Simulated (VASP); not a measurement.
VASP ran on this input.

**INCAR**
```
ALGO=Normal
EDIFF=1E-6
EDIFFG=-0.01
ENCUT=400
GGA=PS
IBRION=2
ISIF=3
ISMEAR=1
LASPH=.TRUE.
LCHARG=.FALSE.
LMAXMIX=4
LREAL=.FALSE.
LWAVE=.FALSE.
NELM=100
NSW=60
PREC=Accurate
SIGMA=0.1
SYSTEM=RhSi
```

POSCAR:
```
RhSi
1
    0.0000000000     2.9213920000     2.9213920000
    2.9213920000     0.0000000000     2.9213920000
    2.9213920000     2.9213920000     0.0000000000
Rh Si
1 1
Direct
  0.0000000000   0.0000000000   0.0000000000
  0.2500000000   0.2500000000   0.2500000000
```

KPOINTS:
```
Automatic mesh
0
Gamma
10 10 10
0 0 0
```

POTCAR, in this order: Rh_pv Si (PBE.64 set). Program: vasp_std.

Question: Write an equivalent input for Ansatz.

Answer: One equivalent input (not run):
Ansatz 0.2 input:
```yaml
crystal:
  lattice:
    - [0.0000000, 2.9213920, 2.9213920]
    - [2.9213920, 0.0000000, 2.9213920]
    - [2.9213920, 2.9213920, 0.0000000]
  atoms:
    - { symbol: Rh, position: [0.0000000, 0.0000000, 0.0000000] }
    - { symbol: Si, position: [0.2500000, 0.2500000, 0.2500000] }
kpoints:
  mp_grid: { grid: [10, 10, 10] }
hamiltonian:
  xc: pbesol
  pseudopotentials: { kind: paw }
scf:
  occupations: { method: methfessel_paxton, width: 0.1 }
  max_iter: 100
relax:
  max_steps: 60
  f_tol: 0.01
  cell: {}
output: { forces: true, stress: true, eigenvalues: true }
```
Limits of the translation: each code has its own PAW files, so the cut-off isn't converted (ENCUT is set for VASP's; basis.ecutwfc is left out, and Ansatz then takes the one that its files recommend); Ansatz stops its SCF on the density residual and VASP on the energy change (EDIFF).

The structure was generated: RhSi was put into the zinc blende type (F-43m), which need not be its known phase. This run relaxes it. Symmetry was kept, so distortions that lower it aren't found.
